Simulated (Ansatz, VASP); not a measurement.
# TiSn: VASP beside Ansatz, part 2 of 2

Aim: how closely do two programs agree when they are given the same cell, functional and k mesh? The cell is generated by rule, not measured, and may not be a known phase. The cell is taken from a series of runs on this material, whose earlier steps may have relaxed, scaled, displaced or heated it; both programs get it as it stands.

VASP 6.6.1 and Ansatz 0.2.0.

So far. Step 2 (VASP: single point, PBEsol, pair 1): The run ends at a pressure of -0.28 GPa, with forces up to 0.17 eV/Å. Step 3 (Ansatz: single point, PBEsol, pair 1): The run ends at a pressure of -0.24 GPa, with forces up to 0.17 eV/Å.

## 5. VASP: single point, PBEsol, pair 2

Level of this step: PBEsol; plane waves and PAW (Ti_sv, Sn_d); invented cell (VASP).

A single point gives forces, pressure and levels at one fixed geometry, so differences don't come from the geometry; what else differs is listed under the comparison.

Contents of INCAR:

```
SYSTEM = TiSn
PREC = Accurate
ENCUT = 500
EDIFF = 1E-06
NELM = 120
ISMEAR = 0
SIGMA = 0.01
LREAL = .FALSE.
ALGO = Normal
GGA = PS
NBANDS = 64
LASPH = .TRUE.
LORBIT = 11
LWAVE = .FALSE.
LCHARG = .FALSE.
ISIF = 2
GGA_COMPAT = .FALSE.
KPAR = 2
```

Contents of POSCAR:

```
TiSn
1.0
    0.0000000000      0.0000000000     -6.2229415338
    6.2229415338      0.0000000000      0.0000000000
    3.1114707669     -6.2229415338     -3.1114707669
Ti Sn
4 4
Direct
    0.7319741059      0.2319741059      0.5000000000
    0.2680258941      0.7680258941      0.5000000000
    0.5180258941      0.4819741059      0.0000000000
    0.9819741059      0.0180258941      0.0000000000
    0.6250000000      0.6250000000      0.2500000000
    0.1250000000      0.1250000000      0.2500000000
    0.3573234720      0.8573234720      0.7853530559
    0.8926765280      0.3926765280      0.7146469441
```

Contents of KPOINTS:

```
Automatic mesh
0
Gamma
6 6 6
0 0 0
```

PAW data sets: Ti_sv and Sn_d (PBE family, release 64).

The run is started by

```
$ mpirun -np 2 vasp_std
```

Numbers of over 12 decimals in the logs are rounded to 6 here.

Log:

```text
[banner, memory and clock lines left out]
running    2 mpi-ranks, on    1 nodes
[...]
[... a notice as in an earlier step ...]

 LDA part: xc-table for (Slater+PW92), standard interpolation
 POSCAR, INCAR and KPOINTS ok, starting setup
[...]
entering main loop
       N       E                     dE             d eps       ncg     rms          rms(c)
DAV:   1     0.132563807075E+04    0.13256E+04   -0.49642E+04  3952   0.212E+03
DAV:   2     0.173352321395E+03   -0.11523E+04   -0.11326E+04  3840   0.655E+02
DAV:   3    -0.278509706223E+02   -0.20120E+03   -0.19481E+03  4944   0.232E+02
DAV:   4    -0.516935648869E+02   -0.23843E+02   -0.23507E+02  5648   0.688E+01
[...]
DAV:  13    -0.438731103970E+02    0.98771E-05   -0.85959E-04  5480   0.896E-02    0.212E-02
DAV:  14    -0.438731047717E+02    0.56253E-05   -0.84519E-05  5008   0.433E-02    0.456E-03
DAV:  15    -0.438731048875E+02   -0.11585E-06   -0.42645E-06  3648   0.127E-02
   1 F= -.43873105E+02 E0= -.43873060E+02  d E =-.896672E-04
```

From OUTCAR (step 5):

```text
  Total       -1.1426611     -0.6704047     -1.1426611     -0.0000000     -0.0000000      0.0000000
  in kB       -7.5969781     -4.4571831     -7.5969781     -0.0000000     -0.0000000      0.0000000
  external PRESSURE =      -6.5503797 kB  Pullay stress =       0.0000000 kB

 POSITION                                       TOTAL-FORCE (eV/Angst)
 -----------------------------------------------------------------------------------
      2.99930     -3.11147     -6.11077        -0.068725     -0.036129      0.068725
      6.33512     -3.11147     -3.22364         0.068725     -0.036129     -0.068725
      2.99930      0.00000     -3.22364        -0.068725      0.036129     -0.068725
      0.11217      0.00000     -6.11077         0.068725      0.036129      0.068725
      4.66721     -1.55574     -4.66721         0.000000     -0.000000     -0.000000
      1.55574     -1.55574     -1.55574        -0.000000     -0.000000     -0.000000
      7.77868     -4.88721     -4.66721         0.000000     -0.263650     -0.000000
      4.66721     -4.44721     -7.77868         0.000000      0.263650     -0.000000
 -----------------------------------------------------------------------------------
    total drift:                                0.000018     -0.000011     -0.000018

  FREE ENERGIE OF THE ION-ELECTRON SYSTEM (eV)
  ---------------------------------------------------
  free  energy   TOTEN  =       -43.8731048875 eV

  energy  without entropy=      -43.8730152203  energy(sigma->0) =      -43.87306005

[... 2 parts as in an earlier step ...]

[... 1 further part left out ...]
[key lines of the parts left out:]
E-fermi :   4.4161
```

The run ends at a pressure of -0.66 GPa, with forces up to 0.26 eV/Å.

## 6. Ansatz: single point, PBEsol, pair 2

The same cell, functional, mesh and smearing now go to Ansatz, which takes its cutoff from its data sets.

The cell is taken from a series of runs on this material, whose earlier steps may have relaxed, scaled, displaced or heated it; both programs get it as it stands.

Contents of input.yaml:

```yaml
crystal:
  lattice:
    - [0.0, 0.0, -6.2229415338]
    - [6.2229415338, 0.0, 0.0]
    - [3.1114707669, -6.2229415338, -3.1114707669]
  atoms:
    - { symbol: Ti, position: [0.7319741059, 0.2319741059, 0.5] }
    - { symbol: Ti, position: [0.2680258941, 0.7680258941, 0.5] }
    - { symbol: Ti, position: [0.5180258941, 0.4819741059, 0.0] }
    - { symbol: Ti, position: [-0.0180258941, 0.0180258941, 0.0] }
    - { symbol: Sn, position: [0.625, 0.625, 0.25] }
    - { symbol: Sn, position: [0.125, 0.125, 0.25] }
    - { symbol: Sn, position: [0.357323472, 0.857323472, 0.7853530559] }
    - { symbol: Sn, position: [0.892676528, 0.392676528, 0.7146469441] }
kpoints:
  mp_grid: { grid: [6, 6, 6] }
hamiltonian:
  xc: pbesol
scf:
  occupations: { method: gaussian, width: 0.01 }
output:
  forces: true
  stress: true
  eigenvalues: true
```

The run is started by

```
$ ansatz run input.yaml --threads 4 --pin off --max-ram 7168MiB --backend cpu --events-out ev --progress --plain --runs-dir out
```

Log:

```text
[...]
Crystal: 8 atoms, lattice volume = 240.983 Å³
Basis set: ecut = 420 eV, 4757 PW (Γ), exchange–correlation on 90×90×108 points (8 copies of the dense FFT grid, shifted against one another)
Bands: 63, of which v1, the nominal top of the filled ones, is band 52 counted from 1 (51 counted from 0)
Symmetry: 8 space group operations
[...]
k-points: 30 of 216 (time reversal used)
[...]
k-point 0: bands = [... 48 lower, 6.6865, 6.7156, 6.8764, 6.8764, 7.0983, 7.2630, 7.3139, 7.8752, ... 6 higher]
  k-point 1: bands = [... 48 lower, 6.7463, 6.7653, 6.8189, 6.8189, 7.1022, 7.2486, 7.3215, 7.8258, ... 6 higher]
  k-point 2: bands = [... 48 lower, 6.8775, 6.8791, 6.9360, 6.9360, 7.1028, 7.2108, 7.3812, 7.6943, ... 6 higher]
  k-point 29: bands = [... 48 lower, 6.4392, 6.5388, 6.5903, 6.5932, 7.7552, 7.7994, 7.8398, 7.9155, ... 6 higher]
[key lines of the parts left out:]
SCF converged after 7 iterations
Free energy (F): -33688.171109 eV
Fermi energy:    7.095558 eV
P = ⅓ Tr σ = -0.6211 GPa (-6.211 kbar)
```

The run ends at a pressure of -0.62 GPa, with forces up to 0.26 eV/Å.

## 7. Side by side

Both answers:

| quantity | Ansatz | VASP | difference |
| --- | --- | --- | --- |
| pressure (GPa) | -0.62 | -0.66 | +0.03 |

Forces (eV/Å; atoms numbered as in POSCAR):

| atom | Ansatz x, y, z | VASP x, y, z |
| --- | --- | --- |
| Ti1 | -0.070, -0.037, 0.070 | -0.069, -0.036, 0.069 |
| Ti2 | 0.070, -0.037, -0.070 | 0.069, -0.036, -0.069 |
| Ti3 | -0.070, 0.037, -0.070 | -0.069, 0.036, -0.069 |
| Ti4 | 0.070, 0.037, 0.070 | 0.069, 0.036, 0.069 |
| Sn5 | 0.000, 0.000, 0.000 | 0.000, 0.000, 0.000 |
| Sn6 | 0.000, 0.000, 0.000 | 0.000, 0.000, 0.000 |
| Sn7 | 0.000, -0.262, 0.000 | 0.000, -0.264, 0.000 |
| Sn8 | 0.000, 0.262, 0.000 | 0.000, 0.264, 0.000 |

The forces differ by 1.1 meV/Å r.m.s., which is 1.3 % of the r.m.s. force of 0.087 eV/Å (both taken over all components).

## 8. VASP: single point, PBEsol, pair 3

A single point gives forces, pressure and levels at one fixed geometry, so differences don't come from the geometry; what else differs is listed under the comparison.

INCAR is that of step 5.

Contents of POSCAR:

```
TiSn
1.0
    0.0000000000      0.0000000000     -6.2229415338
    6.2229415338      0.0000000000      0.0000000000
    3.1114707669     -6.2229415338     -3.1114707669
Ti Sn
4 4
Direct
    0.7237805176      0.2237805176      0.5000000000
    0.2762194824      0.7762194824      0.5000000000
    0.5262194824      0.4737805176      0.0000000000
    0.9737805176      0.0262194824      0.0000000000
    0.6250000000      0.6250000000      0.2500000000
    0.1250000000      0.1250000000      0.2500000000
    0.3492886866      0.8492886866      0.8014226268
    0.9007113134      0.4007113134      0.6985773732
```

KPOINTS is that of step 5.

The run is started by

```
$ mpirun -np 2 vasp_std
```

Log:

```text
[... set-up lines as in an earlier step ...]
 entering main loop
       N       E                     dE             d eps       ncg     rms          rms(c)
DAV:   1     0.131825468022E+04    0.13183E+04   -0.49561E+04  3944   0.212E+03
DAV:   2     0.170850319259E+03   -0.11474E+04   -0.11282E+04  3840   0.654E+02
DAV:   3    -0.288569695291E+02   -0.19971E+03   -0.19379E+03  4936   0.231E+02
DAV:   4    -0.519274452781E+02   -0.23070E+02   -0.22748E+02  5664   0.684E+01
[...]
DAV:  13    -0.439710581943E+02    0.21297E-04   -0.65476E-04  5608   0.785E-02    0.161E-02
DAV:  14    -0.439710568294E+02    0.13649E-05   -0.76670E-05  5000   0.401E-02    0.672E-03
DAV:  15    -0.439710560469E+02    0.78249E-06   -0.84369E-06  3664   0.121E-02
   1 F= -.43971056E+02 E0= -.43970951E+02  d E =-.209107E-03
```

Parts of OUTCAR (step 8):

```text
  Total       -2.2660451     -1.3830933     -2.2660451     -0.0000000      0.0000000      0.0000000
  in kB      -15.0657921     -9.1954903    -15.0657921     -0.0000000      0.0000000      0.0000000
  external PRESSURE =     -13.1090248 kB  Pullay stress =       0.0000000 kB

 POSITION                                       TOTAL-FORCE (eV/Angst)
 -----------------------------------------------------------------------------------
      2.94831     -3.11147     -6.05978        -0.102585     -0.072146      0.102585
      6.38610     -3.11147     -3.27463         0.102585     -0.072146     -0.102585
      2.94831      0.00000     -3.27463        -0.102585      0.072146     -0.102585
      0.16316      0.00000     -6.05978         0.102585      0.072146      0.102585
      4.66721     -1.55574     -4.66721         0.000000      0.000000     -0.000000
      1.55574     -1.55574     -1.55574         0.000000     -0.000000     -0.000000
      7.77868     -4.98721     -4.66721         0.000000     -0.356881      0.000000
      4.66721     -4.34721     -7.77868         0.000000      0.356881     -0.000000
 -----------------------------------------------------------------------------------
    total drift:                                0.000019     -0.000015     -0.000019

  FREE ENERGIE OF THE ION-ELECTRON SYSTEM (eV)
  ---------------------------------------------------
  free  energy   TOTEN  =       -43.9710560469 eV

  energy  without entropy=      -43.9708469395  energy(sigma->0) =      -43.97095149

[... 2 parts as in an earlier step ...]

[... 1 further part left out ...]
[key lines of the parts left out:]
E-fermi :   4.4365
```

The run ends at a pressure of -1.31 GPa, with forces up to 0.36 eV/Å.

## 9. Ansatz: single point, PBEsol, pair 3

The same cell, functional, mesh and smearing now go to Ansatz, which takes its cutoff from its data sets.

The cell is taken from a series of runs on this material, whose earlier steps may have relaxed, scaled, displaced or heated it; both programs get it as it stands.

input.yaml, the sections that differ from step 6:

```yaml
crystal:
  lattice:
    - [0.0, 0.0, -6.2229415338]
    - [6.2229415338, 0.0, 0.0]
    - [3.1114707669, -6.2229415338, -3.1114707669]
  atoms:
    - { symbol: Ti, position: [0.7237805176, 0.2237805176, 0.5] }
    - { symbol: Ti, position: [0.2762194824, 0.7762194824, 0.5] }
    - { symbol: Ti, position: [0.5262194824, 0.4737805176, 0.0] }
    - { symbol: Ti, position: [-0.0262194824, 0.0262194824, 0.0] }
    - { symbol: Sn, position: [0.625, 0.625, 0.25] }
    - { symbol: Sn, position: [0.125, 0.125, 0.25] }
    - { symbol: Sn, position: [0.3492886866, 0.8492886866, 0.8014226268] }
    - { symbol: Sn, position: [0.9007113134, 0.4007113134, 0.6985773732] }
# kpoints, hamiltonian, scf, output: as in step 6
```

The run is started by

```
$ ansatz run input.yaml --threads 4 --pin off --max-ram 7168MiB --backend cpu --events-out ev --progress --plain --runs-dir out
```

Log:

```text
[...]
Crystal: 8 atoms, lattice volume = 240.983 Å³
Basis set: ecut = 420 eV, 4757 PW (Γ), exchange–correlation on 90×90×108 points (8 copies of the dense FFT grid, shifted against one another)
Bands: 63, of which v1, the nominal top of the filled ones, is band 52 counted from 1 (51 counted from 0)
Symmetry: 8 space group operations
[...]
k-points: 30 of 216 (time reversal used)
[...]
k-point 0: bands = [... 48 lower, 6.6142, 6.6766, 6.7861, 6.7861, 7.0585, 7.2980, 7.3615, 7.8976, ... 6 higher]
  k-point 1: bands = [... 48 lower, 6.6851, 6.7272, 6.7705, 6.7705, 7.0606, 7.2782, 7.3727, 7.8496, ... 6 higher]
  k-point 2: bands = [... 48 lower, 6.8382, 6.8430, 7.0538, 7.0559, 7.0559, 7.2275, 7.4330, 7.7255, ... 6 higher]
  k-point 29: bands = [... 48 lower, 6.4916, 6.6157, 6.6458, 6.6485, 7.7479, 7.8010, 7.8300, 7.8605, ... 6 higher]
[key lines of the parts left out:]
SCF converged after 8 iterations
Free energy (F): -33688.269466 eV
Fermi energy:    7.116295 eV
P = ⅓ Tr σ = -1.2773 GPa (-12.773 kbar)
```

The run ends at a pressure of -1.28 GPa, with forces up to 0.35 eV/Å.

## 10. Differences

Compared:

| quantity | Ansatz | VASP | difference |
| --- | --- | --- | --- |
| pressure (GPa) | -1.28 | -1.31 | +0.03 |

Forces (eV/Å; atoms numbered as in POSCAR):

| atom | Ansatz x, y, z | VASP x, y, z |
| --- | --- | --- |
| Ti1 | -0.105, -0.073, 0.105 | -0.103, -0.072, 0.103 |
| Ti2 | 0.105, -0.073, -0.105 | 0.103, -0.072, -0.103 |
| Ti3 | -0.105, 0.073, -0.105 | -0.103, 0.072, -0.103 |
| Ti4 | 0.105, 0.073, 0.105 | 0.103, 0.072, 0.103 |
| Sn5 | 0.000, 0.000, 0.000 | 0.000, 0.000, 0.000 |
| Sn6 | 0.000, 0.000, 0.000 | 0.000, 0.000, 0.000 |
| Sn7 | 0.000, -0.355, 0.000 | 0.000, -0.357, 0.000 |
| Sn8 | 0.000, 0.355, 0.000 | 0.000, 0.357, 0.000 |

The forces differ by 1.4 meV/Å r.m.s., which is 1.1 % of the r.m.s. force of 0.122 eV/Å (both taken over all components).

## 11. Outcome

| Property | Result |
| --- | --- |
| r.m.s. force difference (single point, PBEsol, pair 1) | 0.87 meV/Å |
| r.m.s. force difference (single point, PBEsol, pair 2) | 1.1 meV/Å |
| r.m.s. force difference (single point, PBEsol, pair 3) | 1.4 meV/Å |

**Reading.** The r.m.s. force difference is 1.4 meV/Å (single point, PBEsol, pair 3), within the 12 meV/Å picked in this series as the mark of a large difference. 5 further runs of this series are not shown here. Such differences can come from data sets, numerical settings and the points named under the comparisons, not from the functional's error against experiment.

[Lines on the potential files, build, host, timing and source positions are cut from VASP's logs without a mark.]

[Logs are printed without paths, hosts, clocks, repeated set-up lines and the standing remarks that a program may print on its own settings, such as how far it seeks lower states.]

[Hosts, paths, dates, database ids (printed as entryN), source tags and the programs' standing remarks are cut or masked in the printed files.]
